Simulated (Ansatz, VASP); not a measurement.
# Cross-check of MnF2 (rutile prototype) between VASP and Ansatz, part 2 of 2

Wanted: the spread between two codes on one cell, functional and k mesh. The start cell is built, not measured: As first built, before any earlier steps moved the atoms (in the runner's words): rutile prototype, lattice guessed from radii. The two relaxations start from unlike cells of this crystal (the structure described is Ansatz's start), so only their ends are compared.

VASP 6.6.1 and Ansatz 0.2.0.

So far: Starting point; Ansatz: relaxation of cell and atoms, PBE, DFT+U.

In doubt: warnings of the run leave room for a lower electronic state (step 2), so energies may not be the lowest and differences between runs may mislead.

**3. VASP: relaxation of cell and atoms, PBE, DFT+U**

Level of this step: PBE, DFT+U (Mn d 4 eV), spin-polarised from a ferromagnetic start; plane waves and PAW (Mn_pv, F) (VASP).

Its own start cell and the same functional, mesh and smearing now go to VASP, with its own data sets.

Lines of VASP's logs that name or quote its potential files are left out, and so is its time.

Input file INCAR:

```
SYSTEM = MnF2
PREC = Accurate
ENCUT = 600
EDIFF = 1E-07
NELM = 200
ISMEAR = -1
SIGMA = 0.05
LREAL = .FALSE.
ALGO = Normal
GGA = PE
NBANDS = 42
ISPIN = 2
MAGMOM = 4.29 4.29 0.06 0.06 0.06 0.06
LDAU = .TRUE.
LDAUTYPE = 2
LDAUL = 2 -1
LDAUU = 4 0
LDAUJ = 0 0
LDAUPRINT = 1
LASPH = .TRUE.
LMAXMIX = 4
LORBIT = 11
LWAVE = .FALSE.
LCHARG = .FALSE.
ISIF = 3
IBRION = 2
NSW = 80
EDIFFG = -0.005
GGA_COMPAT = .FALSE.
NELMIN = 4
KPAR = 2
```

Input file POSCAR:

```
MnF2
1.0
    4.9698722413      0.0000000000      0.0000000000
    0.0000000000      4.9698722413      0.0000000000
    0.0000000000      0.0000000000      3.3498616454
Mn F
2 4
Direct
    0.0000000000      0.0000000000      0.0000000000
    0.5000000000      0.5000000000      0.5000000000
    0.3050454194      0.3050454194      0.0000000000
    0.6949545806      0.6949545806      0.0000000000
    0.8050454194      0.1949545806      0.5000000000
    0.1949545806      0.8050454194      0.5000000000
```

Input file KPOINTS:

```
Automatic mesh
0
Gamma
5 5 8
0 0 0
```

The projector-augmented-wave data sets are Mn_pv and F (PBE family, release 64).

Command:

```bash
$ mpirun -np 2 vasp_std
```

Numbers of over 12 decimals in the logs are rounded to 6 here.

Log:

```text
[banner, memory and clock lines left out]
running    2 mpi-ranks, on    1 nodes
 distrk:  each k-point on    1 cores,    2 groups
 distr:  one band on    1 cores,    1 groups

 POSCAR found type information on POSCAR MnF
 POSCAR found :  2 types and       6 ions
 LDA part: xc-table for (Slater+PW92), standard interpolation
 POSCAR, INCAR and KPOINTS ok, starting setup
 FFT: planning ... GRIDC
 FFT: planning ... GRID_SOFT
 FFT: planning ... GRID
 WAVECAR not read
 entering main loop
       N       E                     dE             d eps       ncg     rms          rms(c)
DAV:   1     0.722095456599E+03    0.72210E+03   -0.31569E+04  5072   0.158E+03
DAV:   2     0.290452644536E+02   -0.69305E+03   -0.64056E+03  5178   0.463E+02
DAV:   3    -0.369638028792E+02   -0.66009E+02   -0.65057E+02  5726   0.155E+02
DAV:   4    -0.381534060362E+02   -0.11896E+01   -0.11869E+01  5424   0.222E+01
DAV:   5    -0.381660295829E+02   -0.12624E-01   -0.12622E-01  5620   0.233E+00    0.204E+01
DAV:   6    -0.367458843721E+02    0.14201E+01   -0.15619E+01  5574   0.302E+01    0.159E+01
DAV:   7    -0.376463287189E+02   -0.90044E+00   -0.16564E+00  5226   0.113E+01    0.985E+00
DAV:   8    -0.373290714482E+02    0.31726E+00   -0.27963E-01  5510   0.567E+00    0.689E+00
DAV:   9    -0.378780816049E+02   -0.54901E+00   -0.93885E-02  5404   0.306E+00    0.778E-01
DAV:  10    -0.378829405985E+02   -0.48590E-02   -0.15394E-02  5432   0.807E-01    0.272E-01
DAV:  11    -0.378827679690E+02    0.17263E-03   -0.15370E-03  5222   0.246E-01    0.117E-01
DAV:  12    -0.378831664978E+02   -0.39853E-03   -0.53269E-04  5174   0.207E-01    0.632E-02
DAV:  13    -0.378832840268E+02   -0.11753E-03   -0.42871E-05  5218   0.566E-02    0.349E-02
DAV:  14    -0.378832880778E+02   -0.40510E-05   -0.15756E-05  5258   0.254E-02    0.184E-02
DAV:  15    -0.378832937793E+02   -0.57015E-05   -0.51260E-06  5178   0.160E-02    0.238E-03
DAV:  16    -0.378832941849E+02   -0.40561E-06   -0.46931E-07  5000   0.694E-03    0.267E-03
DAV:  17    -0.378832943840E+02   -0.19914E-06   -0.14923E-07  4352   0.261E-03    0.661E-04
DAV:  18    -0.378832943768E+02    0.72332E-08   -0.15388E-08  3124   0.119E-03
   1 F= -.37883294E+02 E0= -.37883294E+02  d E =-.378833E+02  mag=    10.0000
 curvature:   0.00 expect dE= 0.000E+00 dE for cont linesearch  0.000E+00
 trial: gam= 0.00000 g(F)=  0.282E-05 g(S)=  0.398E-04 ort = 0.000E+00 (trialstep = 0.100E+01)
 search vector abs. value=  0.426E-04
 bond charge predicted
       N       E                     dE             d eps       ncg     rms          rms(c)
DAV:   1    -0.378839164397E+02   -0.62206E-03   -0.11797E-02  5532   0.883E-01    0.217E-01
DAV:   2    -0.378833379872E+02    0.57845E-03   -0.13998E-03  5512   0.257E-01    0.125E-01
DAV:   3    -0.378833244517E+02    0.13535E-04   -0.12089E-04  5356   0.109E-01    0.459E-02
DAV:   4    -0.378833166772E+02    0.77745E-05   -0.13321E-05  5604   0.276E-02    0.328E-02
DAV:   5    -0.378833148108E+02    0.18664E-05   -0.29890E-06  5106   0.136E-02    0.133E-02
DAV:   6    -0.378833148326E+02   -0.21778E-07   -0.20679E-07  4670   0.562E-03
   2 F= -.37883315E+02 E0= -.37883315E+02  d E =-.204558E-04  mag=    10.0000
 trial-energy change:   -0.000020  1 .order   -0.000021   -0.000043    0.000000
 step:   0.9946(harm=  0.9951)  dis= 0.00013  next Energy=   -37.883315 (dE=-0.205E-04)
 reached required accuracy - stopping structural energy minimisation
```

OUTCAR, selected parts (step 3):

```text
ion  position               nearest neighbor table
   1  0.000  0.000  0.000-   3 2.14   4 2.14   5 2.16   6 2.16   5 2.16   6 2.16
   2  0.500  0.500  0.500-   5 2.14   6 2.14   3 2.16   4 2.16   3 2.16   4 2.16
   3  0.305  0.305  0.000-   1 2.14   2 2.16   2 2.16
   4  0.695  0.695  0.000-   1 2.14   2 2.16   2 2.16
   5  0.805  0.195  0.500-   2 2.14   1 2.16   1 2.16
   6  0.195  0.805  0.500-   2 2.14   1 2.16   1 2.16

  LATTYP: Found a simple tetragonal cell.
 ALAT       =     4.9698722413
 C/A-ratio  =     0.6740337543

 Subroutine GETGRP returns: Found 16 space group operations
 (whereof  8 operations were pure point group operations)

The static configuration has the point symmetry D_2h.
 The point group associated with its full space group is D_4h.

 Found     30 irreducible k-points:

   k-points           NKPTS =     30   k-points in BZ     NKDIM =     30   number of bands    NBANDS=     42

   dimension x,y,z NGX =    40 NGY =   40 NGZ =   28
   dimension x,y,z NGXF=    80 NGYF=   80 NGZF=   56

   ENCUT  =  600.0 eV  44.10 Ry    6.64 a.u.   9.93  9.93  6.69*2*pi/ulx,y,z

   NELECT =      54.0000    total number of electrons

 k-points in reciprocal lattice and weights: Automatic mesh
   0.00000000  0.00000000  0.00000000       0.005
   0.20000000  0.00000000  0.00000000       0.020
   0.40000000  0.00000000  0.00000000       0.020
   0.20000000  0.20000000  0.00000000       0.020
   0.40000000  0.20000000  0.00000000       0.040
   0.40000000  0.40000000  0.00000000       0.020
   0.00000000  0.00000000  0.12500000       0.010
   0.20000000  0.00000000  0.12500000       0.040
   0.40000000  0.00000000  0.12500000       0.040
[...]
0.40000000  0.20000000  0.50000000       0.040
   0.40000000  0.40000000  0.50000000       0.020

atom =   1  type =  1  l = 2

 onsite density matrix

spin component  1

  0.9686  0.0000 -0.0171  0.0000 -0.0000
  0.0000  0.9642  0.0000 -0.0153  0.0000
 -0.0171  0.0000  0.9590  0.0000 -0.0000
  0.0000 -0.0153  0.0000  0.9642  0.0000
 -0.0000  0.0000 -0.0000  0.0000  0.9488

spin component  2

  0.0392  0.0000 -0.0215  0.0000  0.0000
  0.0000  0.0326  0.0000 -0.0198  0.0000
 -0.0215  0.0000  0.0262  0.0000 -0.0000
  0.0000 -0.0198  0.0000  0.0326  0.0000
  0.0000  0.0000 -0.0000  0.0000  0.0118

 occupancies and eigenvectors

  o =  0.0103  v =  0.0000  0.0000  0.0000  0.0000  0.0000 -0.5962  0.0000 -0.8028  0.0000 -0.0000      0.0000  0.0000  0.0000  0.0000  0.0000  0.0000  0.0000  0.0000  0.0000  0.0000
  o =  0.0118  v =  0.0000  0.0000  0.0000  0.0000  0.0000 -0.0000 -0.0000 -0.0000  0.0000  1.0000      0.0000  0.0000  0.0000  0.0000  0.0000  0.0000  0.0000  0.0000  0.0000  0.0000
  o =  0.0128  v =  0.0000  0.0000  0.0000  0.0000  0.0000  0.0000 -0.7071  0.0000 -0.7071 -0.0000      0.0000  0.0000  0.0000  0.0000  0.0000  0.0000  0.0000  0.0000  0.0000  0.0000
  o =  0.0525  v =  0.0000  0.0000  0.0000  0.0000  0.0000  0.0000  0.7071  0.0000 -0.7071  0.0000      0.0000  0.0000  0.0000  0.0000  0.0000  0.0000  0.0000  0.0000  0.0000  0.0000
  o =  0.0551  v =  0.0000  0.0000  0.0000  0.0000  0.0000 -0.8028  0.0000  0.5962  0.0000 -0.0000      0.0000  0.0000  0.0000  0.0000  0.0000  0.0000  0.0000  0.0000  0.0000  0.0000
  o =  0.9461  v = -0.6042  0.0000 -0.7969  0.0000 -0.0000  0.0000  0.0000  0.0000  0.0000  0.0000      0.0000  0.0000  0.0000  0.0000  0.0000  0.0000  0.0000  0.0000  0.0000  0.0000
  o =  0.9488  v =  0.0000 -0.0000 -0.0000 -0.0000  1.0000  0.0000  0.0000  0.0000  0.0000  0.0000      0.0000  0.0000  0.0000  0.0000  0.0000  0.0000  0.0000  0.0000  0.0000  0.0000
  o =  0.9489  v =  0.0000  0.7071 -0.0000  0.7071  0.0000  0.0000  0.0000  0.0000  0.0000  0.0000      0.0000  0.0000  0.0000  0.0000  0.0000  0.0000  0.0000  0.0000  0.0000  0.0000
  o =  0.9795  v =  0.0000  0.7071 -0.0000 -0.7071  0.0000  0.0000  0.0000  0.0000  0.0000  0.0000      0.0000  0.0000  0.0000  0.0000  0.0000  0.0000  0.0000  0.0000  0.0000  0.0000
[...]
o =  0.0118  v =  0.0000  0.0000  0.0000  0.0000  0.0000 -0.0000  0.0000  0.0000  0.0000 -1.0000      0.0000  0.0000  0.0000  0.0000  0.0000  0.0000  0.0000  0.0000  0.0000  0.0000
  o =  0.0128  v =  0.0000  0.0000  0.0000  0.0000  0.0000  0.0000  0.7071  0.0000 -0.7071  0.0000      0.0000  0.0000  0.0000  0.0000  0.0000  0.0000  0.0000  0.0000  0.0000  0.0000
  o =  0.0525  v =  0.0000  0.0000  0.0000  0.0000  0.0000  0.0000  0.7071  0.0000  0.7071  0.0000      0.0000  0.0000  0.0000  0.0000  0.0000  0.0000  0.0000  0.0000  0.0000  0.0000
  o =  0.0551  v =  0.0000  0.0000  0.0000  0.0000  0.0000 -0.8028 -0.0000 -0.5962  0.0000  0.0000      0.0000  0.0000  0.0000  0.0000  0.0000  0.0000  0.0000  0.0000  0.0000  0.0000
  o =  0.9461  v = -0.6042  0.0000  0.7969  0.0000 -0.0000  0.0000  0.0000  0.0000  0.0000  0.0000      0.0000  0.0000  0.0000  0.0000  0.0000  0.0000  0.0000  0.0000  0.0000  0.0000
  o =  0.9488  v =  0.0000 -0.0000  0.0000  0.0000  1.0000  0.0000  0.0000  0.0000  0.0000  0.0000      0.0000  0.0000  0.0000  0.0000  0.0000  0.0000  0.0000  0.0000  0.0000  0.0000
  o =  0.9489  v =  0.0000  0.7071  0.0000 -0.7071  0.0000  0.0000  0.0000  0.0000  0.0000  0.0000      0.0000  0.0000  0.0000  0.0000  0.0000  0.0000  0.0000  0.0000  0.0000  0.0000
  o =  0.9795  v =  0.0000  0.7071  0.0000  0.7071  0.0000  0.0000  0.0000  0.0000  0.0000  0.0000      0.0000  0.0000  0.0000  0.0000  0.0000  0.0000  0.0000  0.0000  0.0000  0.0000
  o =  0.9816  v = -0.7969  0.0000 -0.6042  0.0000  0.0000  0.0000  0.0000  0.0000  0.0000  0.0000      0.0000  0.0000  0.0000  0.0000  0.0000  0.0000  0.0000  0.0000  0.0000  0.0000

 average (electrostatic) potential at core
       1 -71.5057       2 -71.5057       3 -77.2687       4 -77.2687       5 -77.2687
       6 -77.2687

 E-fermi :   2.4107

 spin component 1
 k-point     1 :       0.0000    0.0000    0.0000
  band No.  band energies     occupation
    ...
     28      -0.6844      1.00000
     29      -0.1153      1.00000
     30       0.9345      1.00000
     31       0.9345      1.00000
     32       1.4416      1.00000
     33       3.9684      0.00000
     34       9.3511      0.00000
     35       9.3511      0.00000
     36      10.2722      0.00000
     37      12.2527      0.00000
    ...

 k-point     2 :       0.2000    0.0000    0.0000
  band No.  band energies     occupation
    ...
     28      -0.4067      1.00000
     29      -0.1841      1.00000
     30       0.8898      1.00000
     31       0.9003      1.00000
     32       1.3072      1.00000
     33       4.4281      0.00000
     34       8.4101      0.00000
     35       9.6051      0.00000
     36      10.7027      0.00000
     37      12.7685      0.00000
    ...

 k-point     3 :       0.4000    0.0000    0.0000
  band No.  band energies     occupation
    ...
     28      -0.3898      1.00000
     29       0.2782      1.00000
     30       0.8209      1.00000
     31       0.8327      1.00000
     32       0.8990      1.00000
     33       5.5625      0.00000
     34       6.9814      0.00000
     35      10.2432      0.00000
     36      10.7685      0.00000
     37      12.4603      0.00000
    ...

 k-point     4 :       0.2000    0.2000    0.0000
  band No.  band energies     occupation
    ...
     28      -0.2685      1.00000
     29      -0.2275      1.00000
     30       0.8264      1.00000
     31       0.9328      1.00000
     32       1.1552      1.00000
     33       4.8590      0.00000
     34       8.4130      0.00000
     35       8.9687      0.00000
     36      10.9042      0.00000
     37      12.5991      0.00000
    ...

 k-point     5 :       0.4000    0.2000    0.0000
  band No.  band energies     occupation
    ...
     28      -0.3560      1.00000
     29       0.1814      1.00000
     30       0.7343      1.00000
     31       0.8258      1.00000
     32       0.8935      1.00000
     33       5.9191      0.00000
     34       7.2454      0.00000
     35       9.4220      0.00000
     36      10.2590      0.00000
     37      12.9051      0.00000
    ...

 k-point     6 :       0.4000    0.4000    0.0000
  band No.  band energies     occupation
    ...
     28      -0.3398      1.00000
     29       0.1475      1.00000
     30       0.3843      1.00000
     31       0.8920      1.00000
     32       0.9301      1.00000
     33       6.8011      0.00000
     34       7.6605      0.00000
     35       8.5051      0.00000
     36       9.2018      0.00000
     37      13.9826      0.00000
    ...

  Total       -0.0041681     -0.0041681      0.0218644     -0.0000000      0.0000000      0.0000000
  in kB       -0.0807880     -0.0807880      0.4237829     -0.0000000      0.0000000      0.0000000
  external PRESSURE =       0.0874023 kB  Pullay stress =       0.0000000 kB

  energy-cutoff  :      600.00
  volume of cell :       82.66
      direct lattice vectors                 reciprocal lattice vectors
     4.968022590  0.000000000  0.000000000     0.201287330 -0.000000000  0.000000000
     0.000000000  4.968022590  0.000000000     0.000000000  0.201287330  0.000000000
     0.000000000  0.000000000  3.349167816     0.000000000  0.000000000  0.298581634

 POSITION                                       TOTAL-FORCE (eV/Angst)
 -----------------------------------------------------------------------------------
      0.00000      0.00000      0.00000         0.000000      0.000000      0.000000
      2.48401      2.48401      1.67458         0.000000      0.000000      0.000000
      1.51560      1.51560      3.34917         0.001167      0.001167     -0.000000
      3.45242      3.45242      0.00000        -0.001167     -0.001167      0.000000
      3.99961      0.96841      1.67458         0.001167     -0.001167      0.000000
      0.96841      3.99961      1.67458        -0.001167      0.001167      0.000000
 -----------------------------------------------------------------------------------
    total drift:                               -0.000000      0.000000     -0.000000

  FREE ENERGIE OF THE ION-ELECTRON SYSTEM (eV)
  ---------------------------------------------------
  free  energy   TOTEN  =       -37.8833148326 eV

  energy  without entropy=      -37.8833148325  energy(sigma->0) =      -37.88331483

 reached required accuracy - stopping structural energy minimisation

 total charge
# of ion       s       p       d       tot
------------------------------------------
    1        0.156   6.132   4.930  11.218
    2        0.156   6.132   4.930  11.218
    3        1.728   4.370   0.000   6.099
    4        1.728   4.370   0.000   6.099
    5        1.728   4.370   0.000   6.099
    6        1.728   4.370   0.000   6.099
--------------------------------------------------
tot          7.225  29.746   9.860  46.831

 magnetization (x)
# of ion       s       p       d       tot
------------------------------------------
    1        0.023   0.020   4.653   4.696
    2        0.023   0.020   4.653   4.696
    3        0.006   0.047   0.000   0.053
    4        0.006   0.047   0.000   0.053
    5        0.006   0.047   0.000   0.053
    6        0.006   0.047   0.000   0.053
--------------------------------------------------
tot          0.071   0.227   9.305   9.603

[... 6 further parts left out ...]
```

CONTCAR:

```
MnF2
   1.00000000000000
     4.9680225896830459    0.0000000000000000    0.0000000000000000
     0.0000000000000000    4.9680225896830459    0.0000000000000000
     0.0000000000000000    0.0000000000000000    3.3491678155525686
  Mn              F
     2     4
Direct
     0.0000000000000000    0.0000000000000000    0.0000000000000000
     0.5000000000000000    0.5000000000000000    0.5000000000000000
     0.3050716638509752    0.3050716638509752    1.0000000000000000
     0.6949283361490248    0.6949283361490248    0.0000000000000000
     0.8050716638509752    0.1949283361490248    0.5000000000000000
     0.1949283361490248    0.8050716638509752    0.5000000000000000
```

The magnetic state follows from one typed start and may not be the lowest.

**4. Side by side**

Known differences besides the potentials themselves: VASP starts from the moments at which Ansatz ended; U acts on the PAW sphere in VASP and on atomic orbitals in Ansatz, so only states and trends compare; the data sets hold 58 valence electrons in Ansatz (on its default PAW (the set named soft_2) files) and 54 in VASP; the cutoff is 420 eV in Ansatz and 600 eV in VASP; site moments are counted in spheres of each program's own size. Total energies have different zeros and are not compared.

Both answers:

| quantity | Ansatz | VASP | difference |
| --- | --- | --- | --- |
| volume (Å³) | 83.64 | 82.66 | +1.18 % |
| edge a after relaxation, in the typed setting (Å) | 4.985 | 4.968 | +0.35 % |
| edge c after relaxation, in the typed setting (Å) | 3.365 | 3.349 | +0.48 % |
| total moment (μB) | 10.00 | 10.00 | 0.00 |
| moment on Mn1 (μB) | 4.29 | 4.70 | -0.40 |
| moment on Mn2 (μB) | 4.29 | 4.70 | -0.40 |
| moment on F3 (μB) | 0.06 | 0.05 | +0.01 |
| moment on F4 (μB) | 0.06 | 0.05 | +0.01 |
| moment on F5 (μB) | 0.06 | 0.05 | +0.01 |
| moment on F6 (μB) | 0.06 | 0.05 | +0.01 |

**5. What came out**

```yaml
difference_in_volume_relaxation_of_cell_and_atoms_pbe_dft_u: 1.2 %
```

What this shows: The difference in volume is 1.2 % (relaxation of cell and atoms, PBE, DFT+U). The data sets hold unlike numbers of valence electrons (58 in Ansatz and 54 in VASP), so part of the differences comes from the potentials. How closely two codes agree says nothing of how well the functional describes the real material.

[Lines on the potential files, build, host, timing and source positions are cut from VASP's logs without a mark.]

[Logs are printed without paths, hosts, clocks, repeated set-up lines and the standing remarks that a program may print on its own settings, such as how far it seeks lower states.]

[Hosts, paths, dates, database ids (printed as entryN), source tags and the programs' standing remarks are cut or masked in the printed files.]
